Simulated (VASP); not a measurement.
# LiSi2C3 (P-3m1) in VASP: a series of runs

One crystal, LiSi2C3, is run at these levels: PBE; tasks: single point, relaxation of cell and atoms.

All numbers are computed with VASP 6.6.1; they aren't measurements. Logs are shortened: lines on timing, memory, paths and dates and some standing lists are left out, and cuts for length are marked.

## (1) The crystal as given

It takes space group P-3m1 (No. 164, trigonal). The conventional cell has a = 2.998 Å, b = 2.998 Å, c = 7.375 Å, α = 90.00°, β = 90.00°, γ = 120.00°. Li (site symmetry -3m) is surrounded by 6 C at 2.32 Å. Si (site symmetry 3m) has 3 C at 1.88 Å as nearest neighbours. C (site symmetry 3m) is surrounded by 3 Si at 1.88 Å. C (site symmetry -3m) is surrounded by 6 Si at 2.23 Å.

The cell was built by a generator and needn't be a form met in nature.

## (2) Single point, PBE

INCAR reads:

```
SYSTEM = LiSi2C3
PREC = Accurate
ENCUT = 520
EDIFF = 1E-6
ISMEAR = 0
SIGMA = 0.1
LREAL = .FALSE.
LASPH = .TRUE.
NELM = 80
ALGO = Normal
ISIF = 2
LWAVE = .FALSE.
LCHARG = .FALSE.
GGA = PE
NBANDS = 20
```

KPOINTS reads:

```
regular mesh
0
G
  15 15 6
  0 0 0
```

POSCAR reads:

```
LiSi2C3
1.0
    2.9980197075      0.0000000000      0.0000000000
   -1.4990098538      2.5963612277      0.0000000000
    0.0000000000      0.0000000000      7.3747783422
Li Si C
1 2 3
Direct
    0.0000000000      0.0000000000      0.0000000000
    0.6666666667      0.3333333333      0.6913291124
    0.3333333333      0.6666666667      0.3086708876
    0.3333333333      0.6666666667      0.7907824814
    0.6666666667      0.3333333333      0.2092175186
    0.0000000000      0.0000000000      0.5000000000
```

Potentials or basis: VASP PAW PBE potentials, release 64 (Li_sv, Si, C).

Started as:

```sh
$ cat potpaw_PBE.64/Li_sv/POTCAR potpaw_PBE.64/Si/POTCAR potpaw_PBE.64/C/POTCAR > POTCAR
$ mpirun -np 1 vasp_std > vasp.out
```

OUTCAR:

```text
SYSTEM = LiSi2C3
   PREC = Accurate
   ENCUT = 520
   EDIFF = 1E-6
   ISMEAR = 0
   LREAL = .FALSE.
   LASPH = .TRUE.
   NELM = 80
   ISIF = 2
   GGA = PE

 ion  position               nearest neighbor table
   1  0.000  0.000  0.000-   4 2.32   5 2.32   4 2.32   5 2.32   5 2.32   4 2.32   2 2.86   3 2.86
                             3 2.86   2 2.86   3 2.86   2 2.86
   2  0.667  0.333  0.691-   4 1.88   4 1.88   4 1.88   6 2.23   6 2.23   6 2.23   1 2.86   1 2.86
                             1 2.86
   3  0.333  0.667  0.309-   5 1.88   5 1.88   5 1.88   6 2.23   6 2.23   6 2.23   1 2.86   1 2.86
                             1 2.86
   4  0.333  0.667  0.791-   2 1.88   2 1.88   2 1.88   1 2.32   1 2.32   1 2.32
   5  0.667  0.333  0.209-   3 1.88   3 1.88   3 1.88   1 2.32   1 2.32   1 2.32
   6  0.000  0.000  0.500-   2 2.23   3 2.23   3 2.23   2 2.23   2 2.23   3 2.23

  LATTYP: Found a hexagonal cell.
 ALAT       =     2.9980197075
 C/A-ratio  =     2.4598832102

  Lattice vectors:

 A1 = (   2.9980197075,   0.0000000000,   0.0000000000)
 A2 = (  -1.4990098538,   2.5963612277,   0.0000000000)
 A3 = (   0.0000000000,   0.0000000000,   7.3747783422)

Analysis of symmetry for initial positions (statically):
=====================================================================
 Subroutine PRICEL returns:
 Original cell was already a primitive cell.

 Routine SETGRP: Setting up the symmetry group for a
 hexagonal supercell.

 Subroutine GETGRP returns: Found 12 space group operations
 (whereof 12 operations were pure point group operations)
 out of a pool of 24 trial point group operations.

The static configuration has the point symmetry D_3d.

Analysis of symmetry for dynamics (positions and initial velocities):
=====================================================================
 Subroutine PRICEL returns:
 Original cell was already a primitive cell.

 Routine SETGRP: Setting up the symmetry group for a
 hexagonal supercell.

 Subroutine GETGRP returns: Found 12 space group operations
 (whereof 12 operations were pure point group operations)
 out of a pool of 24 trial point group operations.

The dynamic configuration has the point symmetry D_3d.

 Subroutine INISYM returns: Found 12 space group operations
 (whereof 12 operations are pure point group operations),
 and found     1 'primitive' translations

----------------------------------------------------------------------------------------

                                     Primitive cell

  volume of cell :      57.4048

  direct lattice vectors                    reciprocal lattice vectors
     2.998019708  0.000000000  0.000000000     0.333553511  0.192577209  0.000000000
    -1.499009854  2.596361228  0.000000000     0.000000000  0.385154419  0.000000000
     0.000000000  0.000000000  7.374778342     0.000000000  0.000000000  0.135597296

  length of vectors
     2.998019708  2.998019707  7.374778342     0.385154419  0.385154419  0.135597296

  position of ions in fractional coordinates (direct lattice)
     0.000000000  0.000000000  0.000000000
     0.666666667  0.333333333  0.691329112
     0.333333333  0.666666667  0.308670888
     0.333333333  0.666666667  0.790782481
     0.666666667  0.333333333  0.209217519
     0.000000000  0.000000000  0.500000000

  ion indices of the primitive-cell ions
   primitive index   ion index
                 1           1
                 2           2
                 3           3
                 4           4
                 5           5
                 6           6

----------------------------------------------------------------------------------------

 KPOINTS: regular mesh

Automatic generation of k-mesh.
 Grid dimensions read from file:
 generate k-points for:   15   15    6

 Generating k-lattice:

  Cartesian coordinates                     Fractional coordinates (reciprocal lattice)
     0.022236901  0.012838481  0.000000000     0.066666667 -0.000000000  0.000000000
     0.000000000  0.025676961  0.000000000     0.000000000  0.066666667  0.000000000
     0.000000000  0.000000000  0.022599549     0.000000000  0.000000000  0.166666667

  Length of vectors
     0.025676961  0.025676961  0.022599549

  Shift w.r.t. Gamma in fractional coordinates (k-lattice)
     0.000000000  0.000000000  0.000000000

 Subroutine IBZKPT returns following result:
 ===========================================

 Found    146 irreducible k-points:

 Following reciprocal coordinates:
            Coordinates               Weight
  0.000000  0.000000  0.000000      1.000000
  0.066667  0.000000  0.000000      6.000000
  0.133333  0.000000  0.000000      6.000000
  0.200000  0.000000  0.000000      6.000000
  0.266667  0.000000  0.000000      6.000000
  0.333333  0.000000  0.000000      6.000000
[... 16 lines left out ...]
  0.333333  0.200000  0.000000     12.000000
  0.400000  0.200000  0.000000      6.000000
 [... further k-points ...]
   k-points           NKPTS =    146   k-points in BZ     NKDIM =    146   number of bands    NBANDS=     20
   number of dos      NEDOS =    301   number of ions     NIONS =      6
   total plane-waves  NPLWV =  32256
   dimension x,y,z NGX =    24 NGY =   24 NGZ =   56
   dimension x,y,z NGXF=    48 NGYF=   48 NGZF=  112
   ions per type =               1   2   3
   NGX,Y,Z   is equivalent  to a cutoff of  13.31, 13.31, 12.62 a.u.
   NGXF,Y,Z  is equivalent  to a cutoff of  26.62, 26.62, 25.25 a.u.
 SYSTEM =  LiSi2C3
   PREC   = accura    normal or accurate (medium, high low for compatibility)
   ISTART =      0    job   : 0-new  1-cont  2-samecut
   ICHARG =      2    charge: 1-file 2-atom 10-const
   ISPIN  =      1    spin polarized calculation?
   LNONCOLLINEAR =      F non collinear calculations
   LSORBIT =      F    spin-orbit coupling
   LASPH  =      T    aspherical Exc in radial PAW
   ENCUT  =  520.0 eV  38.22 Ry    6.18 a.u.   5.57  5.57 13.71*2*pi/ulx,y,z
   NELM   =     80;   NELMIN=  2; NELMDL= -5     # of ELM steps
   EDIFF  = 0.1E-05   stopping-criterion for ELM
   LREAL  =      F    real-space projection
   EDIFFG = 0.1E-04   stopping-criterion for IOM
   NSW    =      0    number of steps for IOM
   IBRION =     -1    ionic relax: 0-MD 1-quasi-New 2-CG
   NFREE  =      0    steps in history (QN), initial steepest desc. (CG)
   ISIF   =      2    stress and relaxation
   ISYM   =      2    0-nonsym 1-usesym 2-fastsym
   POTIM  = 0.5000    time-step for ionic-motion
   TEBEG  =    0.0;   TEEND  =   0.0 temperature during run
   PSTRESS=    0.0 pullay stress
   NELECT =      23.0000    total number of electrons
   NUPDOWN=      -1.0000    fix difference up-down
   EMIN   =  10.00;   EMAX   =-10.00  energy-range for DOS
   EFERMI =   0.00;   METHOD = LEGACY
   ISMEAR =     0;   SIGMA  =   0.10  broadening in eV -4-tet -1-fermi 0-gaus
   EFERMI_NEDOS =   21; number of points for ismear=-14 and -15
   IALGO  =     38    algorithm
   IMIX   =      4    mixing-type and parameters
     AMIX     =   0.40;   BMIX     =  1.00
     AMIX_MAG =   1.60;   BMIX_MAG =  1.00
  volume/ion in A,a.u.               =       9.57        64.56
  Fermi-wavevector in a.u.,A,eV,Ry     =   1.206891  2.280693 19.818042  1.456585
  Thomas-Fermi vector in A             =   2.342545
   LORBIT       =      0    0 simple, 1 ext, 2 COOP (PROOUT), +10 PAW based schemes
   GGA     = PE    functional components
   LHFCALC =     F    Hartree Fock is set to
   AEXX    =    0.0000 exact exchange contribution
   IVDW    =     0    specifies the selected vdW correction
   LEPSILON=     F    determine dielectric tensor
   LRPA    =     F    only Hartree local field effects (RPA)
 non-spin polarized calculation
 Gauss-broadening in eV      SIGMA  =   0.10
  energy-cutoff  :      520.00
  volume of cell :       57.40
 maximum number of plane-waves:      1572
 NGX is ok and might be reduce to    24
   NGX = 11   NGY = 11   NGZ = 27

 number of electron      22.9999996 magnetization

 Free energy of the ion-electron system (eV)
  ---------------------------------------------------
  ext. energy  EPLUGINS =         0.00000000
  ---------------------------------------------------
  free energy    TOTEN  =       -35.84629108 eV

  energy without entropy =      -35.83288518  energy(sigma->0) =      -35.83958813

 E-fermi :   7.2165     XC(G=0): -11.2626

 val. band max:        7.2004766112   @ k =   0.3333   0.2667   0.1667
 cond. band min:       7.2180353051   @ k =   0.2667   0.1333   0.5000
 fundamental gap:      0.0175586939
 Fermi energy:         7.2165095019

 k-point     1 :       0.0000    0.0000    0.0000
  band No.  band energies     occupation
      1     -37.4022      2.00000
      2      -8.6285      2.00000
      3      -7.0595      2.00000
      4      -3.7720      2.00000
      5       1.8467      2.00000
      6       4.4767      2.00000
[... 12 lines left out ...]
     19      16.1569      0.00000
     20      16.1569      0.00000

 k-point     2 :       0.0667    0.0000    0.0000
  band No.  band energies     occupation
      1     -37.4015      2.00000
      2      -8.5440      2.00000
      3      -6.9774      2.00000
      4      -3.7076      2.00000
      5       1.9150      2.00000
      6       4.4840      2.00000
[... 12 lines left out ...]
     19      16.0776      0.00000
     20      16.3675      0.00000

 k-point     3 :       0.1333    0.0000    0.0000
  band No.  band energies     occupation
      1     -37.3993      2.00000
      2      -8.2913      2.00000
      3      -6.7324      2.00000
      4      -3.5181      2.00000
      5       2.1088      2.00000
      6       4.3602      2.00000
[... 12 lines left out ...]
     19      16.3583      0.00000
     20      16.9977      0.00000

 k-point     4 :       0.2000    0.0000    0.0000
  band No.  band energies     occupation
      1     -37.3962      2.00000
      2      -7.8730      2.00000
      3      -6.3290      2.00000
      4      -3.2192      2.00000
      5       2.3385      2.00000
      6       3.3382      2.00000
[... 429 lines left out ...]
 k-point    23 :       0.3333    0.2000    0.0000
  band No.  band energies     occupation
      1     -37.3839      2.00000
      2      -4.7334      2.00000
      3      -3.6400      2.00000
      4      -2.6176      2.00000
      5      -0.5755      2.00000
      6       0.5598      2.00000
[... 12 lines left out ...]
     19      17.0168      0.00000
     20      17.7694      0.00000

 k-point    24 :       0.4000    0.2000    0.0000
  band No.  band energies     occupation
      1     -37.3834      2.00000
      2      -3.9289      2.00000
      3      -3.7771      2.00000
      4      -2.8120      2.00000
      5      -0.8979      2.00000
      6       0.2959      2.00000
[... 12 lines left out ...]
     19      17.0217      0.00000
     20      17.6309      0.00000

 [... further k-points ...]
[... 5 lines left out ...]
  --------------------------------------------------------------------------------------
  -------------------------------------------------------------------------------------
  Total        0.0115012      0.0115012     -0.0090175     -0.0000000     -0.0000000      0.0000000
  in kB        0.3210015      0.3210015     -0.2516807     -0.0000000     -0.0000000      0.0000000
  external PRESSURE =       0.1301074 kB  Pullay stress =       0.0000000 kB

 VOLUME and BASIS-vectors are now :
 -----------------------------------------------------------------------------
  energy-cutoff  :      520.00
  volume of cell :       57.40
      direct lattice vectors                 reciprocal lattice vectors
     2.998019708  0.000000000  0.000000000     0.333553511  0.192577209  0.000000000
    -1.499009854  2.596361228  0.000000000     0.000000000  0.385154419  0.000000000
     0.000000000  0.000000000  7.374778342     0.000000000  0.000000000  0.135597296

 POSITION                                       TOTAL-FORCE (eV/Angst)
 -----------------------------------------------------------------------------------
      0.00000      0.00000      0.00000         0.000000      0.000000      0.000000
      1.49901      0.86545      5.09840         0.000000      0.000000      0.010355
     -0.00000      1.73091      2.27638        -0.000000      0.000000     -0.010355
     -0.00000      1.73091      5.83185         0.000000     -0.000000     -0.003861
      1.49901      0.86545      1.54293        -0.000000      0.000000      0.003861
      0.00000      0.00000      3.68739         0.000000      0.000000      0.000000
 -----------------------------------------------------------------------------------
    total drift:                               -0.000000      0.000000     -0.000000

  FREE ENERGIE OF THE ION-ELECTRON SYSTEM (eV)
  ---------------------------------------------------
  free  energy   TOTEN  =       -35.8462910790 eV

  energy  without entropy=      -35.8328851781  energy(sigma->0) =      -35.83958813
```

Wall time 76 s (1 thread of Intel Xeon 6975P-C (Granite Rapids), shared host); peak memory 0.27 GiB.

What came out:

```
Free energy            : -35.8463 eV
Largest force          : 0.010 eV/Å
Band gap on the k mesh : none (metal or under the smearing width)
```

Forces in eV/Å, atoms in the order of the input:
```
Li   0.000  0.000  0.000
Si   0.000  0.000  0.010
Si   0.000  0.000 -0.010
C    0.000  0.000 -0.004
C    0.000  0.000  0.004
C    0.000  0.000  0.000
```

Caveat: the cutoff is under 1.25 times the usual one of these potentials, so pressure, stress and relaxed cells hold a basis-set (Pulay) error.

## (3) Relaxation of cell and atoms, PBE

This run uses another cell than the first one, of 9.53 Å³/atom, 0.996 times its volume.

INCAR reads:

```
SYSTEM = LiSi2C3
ALGO     = Normal         ! electronic algorithm
EDIFF    = 1E-7           ! SCF threshold, eV
EDIFFG   = -0.01          ! ionic threshold
ENCUT    = 600            ! plane-wave cutoff, eV
GGA      = PE             ! functional
IBRION   = 2              ! ionic algorithm
ISIF     = 3              ! what is computed and relaxed
ISMEAR   = 0              ! smearing method
LASPH    = .TRUE.         ! aspherical terms in the spheres
LCHARG   = .FALSE.        ! write CHGCAR
LREAL    = .FALSE.        ! projectors in reciprocal space
LWAVE    = .FALSE.        ! write WAVECAR
NELM     = 100            ! most SCF steps
NSW      = 100            ! ionic steps
PREC     = Accurate       ! precision mode
SIGMA    = 0.1            ! smearing width, eV
```

KPOINTS reads:

```
k-points
0
G
  15 15 6
  0 0 0
```

POSCAR reads:

```
LiSi2C3
1.0
    3.0055785387      0.0000000000      0.0000000000
   -1.5027892694      2.6029073676      0.0000000000
    0.0000000000      0.0000000000      7.3093375543
Li Si C
1 2 3
Direct
    0.0000000000      0.0000000000      0.0000000000
    0.6666666667      0.3333333333      0.6918383363
    0.3333333333      0.6666666667      0.3081616637
    0.3333333333      0.6666666667      0.7915043396
    0.6666666667      0.3333333333      0.2084956604
    0.0000000000      0.0000000000      0.5000000000
```

Potentials or basis: VASP PAW PBE potentials, release 64 (Li_sv, Si, C).

Started as:

```sh
$ cat potpaw_PBE.64/Li_sv/POTCAR potpaw_PBE.64/Si/POTCAR potpaw_PBE.64/C/POTCAR > POTCAR
$ mpirun -np 1 vasp_std > vasp.out
```

It took 5.9 min on 1 thread of Intel Xeon 6975P-C (Granite Rapids), shared host; peak memory 0.28 GiB.

It converged, with:

| Item | Value |
| --- | --- |
| Free energy | -35.8482 eV |
| Relaxed volume | 9.55 Å³/atom |
| Relaxed cell | a = 2.998 Å, b = 2.998 Å, c = 7.365 Å, α = 90.00°, β = 90.00°, γ = 120.00° |
| Space group after relaxing (to 0.05 Å) | P-3m1 (No. 164) |
| Energy gained by relaxing | 0.5 meV/atom |
| Ionic steps | 7 |
| Pressure after relaxing | 0.0 GPa |
| Largest force after relaxing | 0.009 eV/Å |
| Band gap on the k mesh | none (metal or under the smearing width) |

Forces in eV/Å, atoms in the order of the input:
```
Li   0.000  0.000  0.000
Si   0.000  0.000 -0.009
Si   0.000  0.000  0.009
C    0.000  0.000 -0.008
C    0.000  0.000  0.008
C    0.000  0.000  0.000
```

Step by step:
```csv
step,energy change (eV),largest force (eV/Å),pressure (GPa),volume (Å³)
1,0.0000,0.0439,-0.18,57.18
2,-0.0024,0.0044,0.31,57.09
3,-0.0024,0.0102,0.37,57.08
4,-0.0026,0.0436,-0.09,57.26
5,-0.0026,0.0401,-0.04,57.24
6,-0.0028,0.0220,-0.02,57.29
7,-0.0028,0.0094,-0.01,57.33
```

Final structure:
```
Li Si C
1.0
     2.99794    0.00000    0.00000
    -1.49897    2.59629    0.00000
     0.00000    0.00000    7.36543
Li Si C
1 2 3
Direct
  0.00000 0.00000 0.00000
  0.66667 0.33333 0.69194
  0.33333 0.66667 0.30806
  0.33333 0.66667 0.79130
  0.66667 0.33333 0.20870
  0.00000 0.00000 0.50000
```

Levels at points of the mesh, in eV from the Fermi level:
| k point | band 7 | band 8 | band 9 | band 10 | band 11 | band 12 | band 13 | band 14 | band 15 |
| --- | --- | --- | --- | --- | --- | --- | --- | --- | --- |
| (0.00, 0.00, 0.00) | -0.34 | -0.34 | -0.31 | -0.31 | 0.64 | 0.64 | 1.60 | 6.23 | 7.17 |
| (0.00, 0.00, 0.50) | -0.38 | -0.38 | -0.25 | -0.25 | 0.29 | 0.62 | 0.62 | 6.60 | 7.01 |

Caveat: the cutoff is under 1.25 times the usual one of these potentials, so pressure, stress and relaxed cells hold a basis-set (Pulay) error.

## (4) Single point, PBE

This run uses another cell than the first one, of 9.53 Å³/atom, 0.996 times its volume.

INCAR reads:

```
ALGO = Fast
EDIFF = 1E-6
ENCUT = 520
GGA = PE
ISIF = 2
ISMEAR = 0
LASPH = T
LCHARG = F
LREAL = F
LWAVE = F
NBANDS = 20
NELM = 80
PREC = Accurate
SIGMA = 0.1
```

KPOINTS reads:

```
k-points
0
Gamma
  6 6 4
```

POSCAR, as its differences from that of step 3:

```diff
@@ -3,3 +3,3 @@
     3.0055785387      0.0000000000      0.0000000000
-   -1.5027892694      2.6029073676      0.0000000000
+   -1.5027892693      2.6029073676      0.0000000000
     0.0000000000      0.0000000000      7.3093375543
```

Started as:

```sh
$ cat potpaw_PBE.64/Li_sv/POTCAR potpaw_PBE.64/Si/POTCAR potpaw_PBE.64/C/POTCAR > POTCAR
$ mpirun -np 1 vasp_std > vasp.out
```

It took 28 s on 1 thread of Intel Xeon 6975P-C (Granite Rapids), shared host; peak memory 0.17 GiB.

It converged, with:

```
Free energy            : -35.9033 eV
Largest force          : 0.007 eV/Å
Band gap on the k mesh : none (metal or under the smearing width)
```

Forces on the atoms (eV/Å):
```
Li   0.000  0.000  0.000
Si   0.000  0.000  0.007
Si   0.000  0.000 -0.007
C    0.000  0.000 -0.006
C    0.000  0.000  0.006
C    0.000  0.000  0.000
```

Levels at points of the mesh, in eV from the Fermi level:
| k point | band 7 | band 8 | band 9 | band 10 | band 11 | band 12 | band 13 | band 14 | band 15 | band 16 |
| --- | --- | --- | --- | --- | --- | --- | --- | --- | --- | --- |
| (0.00, 0.00, 0.00) | -0.27 | -0.27 | -0.24 | -0.24 | 0.72 | 0.72 | 1.78 | 6.30 | 7.21 | 7.21 |
| (0.50, 0.00, 0.00) | -5.88 | -3.01 | -1.93 | -1.62 | -0.84 | -0.31 | 0.32 | 1.72 | 5.40 | 5.54 |
| (0.00, 0.00, 0.50) | -0.31 | -0.31 | -0.17 | -0.17 | 0.48 | 0.69 | 0.69 | 6.63 | 7.04 | 7.04 |
| (0.50, 0.00, 0.50) | -5.39 | -2.92 | -2.31 | -2.11 | -1.98 | 0.47 | 0.97 | 1.80 | 5.86 | 6.19 |

Caveat: the k mesh is coarse (spacing up to 0.40 Å⁻¹), so the values aren't converged; the cutoff is under 1.25 times the usual one of these potentials, so pressure, stress and relaxed cells hold a basis-set (Pulay) error.

[end of part 1 of 2]
